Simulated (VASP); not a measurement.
# AlN: exact exchange and RPA correlation, part 6 of 6

Wanted: where the RPA puts the energy minimum of AlN. The scan starts from a database cell scaled to its smallest volume. The cell is of the zinc-blende type, which need not be the form that is stable at ambient conditions. The start is a computed cell from a database.

VASP 6.6.1, plane waves and PAW; the level of theory is named at each step.

So far. Step 31 (Exact exchange, volume ratio 1.06): The Hartree-Fock energy on these orbitals is -12.7780 eV an atom. Step 33 (RPA correlation, volume ratio 1.06): The correlation energy is -6.3342 eV an atom, -24 meV against the point before. With exact exchange the total is -19.1122 eV an atom.

**34. Comparison: r2SCAN, volume ratio 1.06**

This step: r2SCAN; plane waves and PAW (Al_GW, N_GW) (VASP 6.6.1).

The comparison at this point.

INCAR reads:

```
SYSTEM = AlN
PREC = Accurate
ENCUT = 470
EDIFF = 1E-06
NELM = 100
ISMEAR = 0
SIGMA = 0.05
LREAL = .FALSE.
ALGO = Normal
METAGGA = R2SCAN
LASPH = .TRUE.
NBANDS = 10
LWAVE = .FALSE.
LCHARG = .FALSE.
KPAR = 4
```

POSCAR reads:

```
AlN
1.0
    0.0000000000      2.2268278375      2.2268278375
    2.2268278375      0.0000000000      2.2268278375
    2.2268278375      2.2268278375      0.0000000000
Al N
1 1
Direct
    0.0000000000      0.0000000000      0.0000000000
    0.2500000000      0.2500000000      0.2500000000
```

KPOINTS reads:

```
Automatic mesh
0
Gamma
6 6 6
0 0 0
```

Potentials, in the order of the species: Al_GW and N_GW (LDA family, release 64).

The run is started by

```sh
mpirun -np 4 vasp_std
```

Log:

```text
[... set-up lines as in an earlier step ...]
 entering main loop
       N       E                     dE             d eps       ncg     rms          rms(c)
DAV:   1    -0.301104E+02   -0.30110E+02   -0.45028E+03   328   0.679E+02
DAV:   2    -0.614719E+02   -0.31361E+02   -0.29637E+02   386   0.174E+02
DAV:   3    -0.625271E+02   -0.10552E+01   -0.10538E+01   406   0.277E+01
DAV:   4    -0.625335E+02   -0.64041E-02   -0.64034E-02   398   0.269E+00
[...]
DAV:   9    -0.579362E+02    0.37258E-03   -0.23560E-03   504   0.487E-01    0.613E-02
DAV:  10    -0.579363E+02   -0.10968E-03   -0.17262E-04   362   0.170E-01    0.325E-03
DAV:  11    -0.579363E+02   -0.71451E-06   -0.37139E-06   436   0.172E-02
   1 F= -.57936342E+02 E0= -.57936342E+02  d E =-.994830E-20
```

Elapsed: 5 s, on 4 MPI ranks of Intel Xeon 6975P-C (Granite Rapids), shared host; peak memory 0.49 GiB; 17 s of CPU time.

Parts of OUTCAR (step 34):

```text
  Total       -1.6957272     -1.6957272     -1.6957272      0.0000000      0.0000000     -0.0000000
  in kB     -123.0202625   -123.0202625   -123.0202625      0.0000000      0.0000000     -0.0000000
  external PRESSURE =    -123.0202625 kB  Pullay stress =       0.0000000 kB

  FREE ENERGIE OF THE ION-ELECTRON SYSTEM (eV)
  ---------------------------------------------------
  free  energy   TOTEN  =       -57.9363417863 eV

  energy  without entropy=      -57.9363417863  energy(sigma->0) =      -57.93634179

[... 3 parts as in an earlier step ...]

[... 1 further part left out ...]
[key lines of the parts left out:]
E-fermi :   4.6690
```

Its energy is -28.9682 eV an atom, on a zero of its own.

**35. Orbitals for comparison: HSE06, volume ratio 1.06**

This step: LDA; plane waves and PAW (Al_GW, N_GW) (VASP 6.6.1).

Starting orbitals, as before.

INCAR reads:

```
SYSTEM = AlN
PREC = Accurate
ENCUT = 470
EDIFF = 1E-05
NELM = 100
ISMEAR = 0
SIGMA = 0.05
LREAL = .FALSE.
ALGO = Normal
GGA = CA
NBANDS = 10
LORBIT = 11
LWAVE = .TRUE.
LCHARG = .FALSE.
KPAR = 4
```

POSCAR is that of step 34.

KPOINTS is that of step 34.

The run is started by

```sh
mpirun -np 4 vasp_std
```

Log:

```text
[... set-up lines as in an earlier step ...]
 entering main loop
       N       E                     dE             d eps       ncg     rms          rms(c)
[... 10 cycles as in an earlier step ...]
DAV:  11    -0.163297E+02    0.18606E-05   -0.28061E-06   214   0.237E-02
   1 F= -.16329685E+02 E0= -.16329685E+02  d E =-.633893E-12
 writing wavefunctions
```

Elapsed: 1.4 s, on 4 MPI ranks; peak memory 0.46 GiB; 3.1 s of CPU time.

OUTCAR, selected parts (step 35):

```text
  Total       -2.0268503     -2.0268503     -2.0268503     -0.0000000      0.0000000     -0.0000000
  in kB     -147.0423187   -147.0423187   -147.0423187     -0.0000000      0.0000000     -0.0000000
  external PRESSURE =    -147.0423187 kB  Pullay stress =       0.0000000 kB

  FREE ENERGIE OF THE ION-ELECTRON SYSTEM (eV)
  ---------------------------------------------------
  free  energy   TOTEN  =       -16.3296848965 eV

  energy  without entropy=      -16.3296848965  energy(sigma->0) =      -16.32968490

[... 3 parts as in an earlier step ...]

[... 1 further part left out ...]
[key lines of the parts left out:]
E-fermi :   4.5739
```

The run ends at a pressure of -14.70 GPa.

**36. Comparison: HSE06, volume ratio 1.06**

This step: HSE06; plane waves and PAW (Al_GW, N_GW) (VASP 6.6.1).

The comparison at this point.

INCAR reads:

```
SYSTEM = AlN
PREC = Accurate
ENCUT = 470
EDIFF = 1E-06
NELM = 100
ISMEAR = 0
SIGMA = 0.05
LREAL = .FALSE.
ALGO = Normal
LHFCALC = .TRUE.
AEXX = 0.25
GGA = PE
HFSCREEN = 0.2
LASPH = .TRUE.
NBANDS = 10
PRECFOCK = Fast
LWAVE = .FALSE.
LCHARG = .FALSE.
KPAR = 4
```

POSCAR is that of step 35.

KPOINTS is that of step 35.

The run starts from files that an earlier step left in the folder.

The run is started by

```sh
mpirun -np 4 vasp_std
```

Log:

```text
[... set-up lines as in an earlier step ...]
 entering main loop
       N       E                     dE             d eps       ncg     rms          rms(c)
DAV:   1    -0.173964E+02   -0.17396E+02   -0.79181E-01   324   0.998E+00    0.554E-01
DAV:   2    -0.173949E+02    0.14936E-02   -0.10513E-02   452   0.114E+00    0.367E-01
DAV:   3    -0.173930E+02    0.19678E-02   -0.52628E-03   406   0.400E-01    0.245E-01
DAV:   4    -0.173926E+02    0.39890E-03   -0.41035E-04   380   0.168E-01    0.152E-01
[...]
DAV:   8    -0.173923E+02    0.65307E-05   -0.30507E-06   336   0.190E-02    0.151E-02
DAV:   9    -0.173923E+02    0.18548E-05   -0.95263E-07   180   0.122E-02    0.885E-03
DAV:  10    -0.173923E+02    0.58271E-06   -0.34139E-07   178   0.733E-03
   1 F= -.17392293E+02 E0= -.17392293E+02  d E =-.452899E-18
```

It took 27 s on 4 MPI ranks; peak memory 0.89 GiB; 1.7 min of CPU time.

From OUTCAR (step 36):

```text
 POSITION                                       TOTAL-FORCE (eV/Angst)
 -----------------------------------------------------------------------------------
      0.00000      0.00000      0.00000         0.000000      0.000000      0.000000
      1.11341      1.11341      1.11341        -0.000000     -0.000000     -0.000000
 -----------------------------------------------------------------------------------
    total drift:                               -0.000002     -0.000000     -0.000001

  FREE ENERGIE OF THE ION-ELECTRON SYSTEM (eV)
  ---------------------------------------------------
  free  energy   TOTEN  =       -17.3922931634 eV

  energy  without entropy=      -17.3922931634  energy(sigma->0) =      -17.39229316

[... 2 parts as in an earlier step ...]

[... 1 further part left out ...]
[key lines of the parts left out:]
E-fermi :   3.9958
```

Its energy is -8.6961 eV an atom, on a zero of its own.

**37. Summary**

This step: exact exchange and RPA correlation on LDA orbitals, beside r2SCAN, beside HSE06; plane waves and PAW (VASP 6.6.1).

Derived from the runs above.

Numbers from this step:

| Property | Result |
| --- | --- |
| equilibrium volume, EXX+RPA | 10.69 Å³/atom |
| bulk modulus | 198.8 GPa |

The energy above the lowest point by volume; values in meV/atom:

```tsv
volume (Å³/atom)	LDA	EXX	EXX+RPA	r2SCAN	HSE06
9.584	31.6	37.1	85.6	46.9	43.4
10.001	3.98	5.06	30.8	10.0	8.54
10.313	0	0	8.47	0	0
10.626	8.64	9.08	0	3.23	4.66
11.042	35.8	39.4	6.40	24.3	27.6
```

Cost is wall time times ranks on a shared host; the RPA row holds all its steps. Fits of the equation of state:

```tsv
level	V0 (Å³/atom)	B0 (GPa)	fit error (meV/atom)	minimum inside the series	cost a point (core minutes)
LDA	10.25	212	0.0722	yes	0.11
EXX	10.26	239.7	0.04141	yes	0.84
EXX+RPA	10.69	198.8	0.05091	yes	6.78
r2SCAN	10.39	212	0.05783	yes	0.33
HSE06	10.35	214.4	0.05674	yes	1.97
```

**38. Summary of results**

| Item | Value |
| --- | --- |
| LDA | V0 10.25 Å³/atom, B0 212 GPa |
| EXX | V0 10.26 Å³/atom, B0 240 GPa |
| EXX+RPA | V0 10.69 Å³/atom, B0 199 GPa |
| r2SCAN | V0 10.39 Å³/atom, B0 212 GPa |
| HSE06 | V0 10.35 Å³/atom, B0 214 GPa |

**Reading.** Exact exchange with RPA correlation puts the minimum at 10.69 Å³ an atom, with a bulk modulus of 199 GPa. LDA puts the volume 4.2 % below EXX+RPA, at roughly 1/62 of its cost. r2SCAN puts the volume 2.8 % below EXX+RPA, at roughly 1/21 of its cost. HSE06 puts the volume 3.2 % below EXX+RPA, at roughly 1/3 of its cost. Correlation widens the exact-exchange volume by 4.2 %. Exact exchange and correlation are taken on one coarse mesh and aren't self-consistent; the correlation energy is extrapolated in the response cutoff by the program, which at the first volume adds -770 meV an atom to the value at the highest cutoff and varies with the volume; a small fit error says nothing about that part. NBANDS follows the largest plane-wave count of any k point, which rises in steps with the volume. The cheaper functionals share the mesh. Not tabulated here, as repeats of values shown or as unfit to read for their mesh, reference level or band range: eps2 curves (empty bands); eps1 curves and static values (empty bands); gaps (empty bands).

[Long decimals in the printed logs are rounded to 6 places.]

[Lines on the potential files, build, host, timing and source positions are cut from VASP's logs without a mark.]

[Logs are printed without paths, hosts, clocks, repeated set-up lines and the standing remarks that a program may print on its own settings, such as how far it seeks lower states.]

[Hosts, paths, dates, database ids (printed as entryN), source tags and the programs' standing remarks are cut or masked in the printed files.]

[Measured values are set beside computed ones only where the two were judged alike; some that the calculation misses by far are left out.]

[Pressures printed for these runs are not shown converged in the cutoff: they can be off by several GPa and have the wrong sign.]
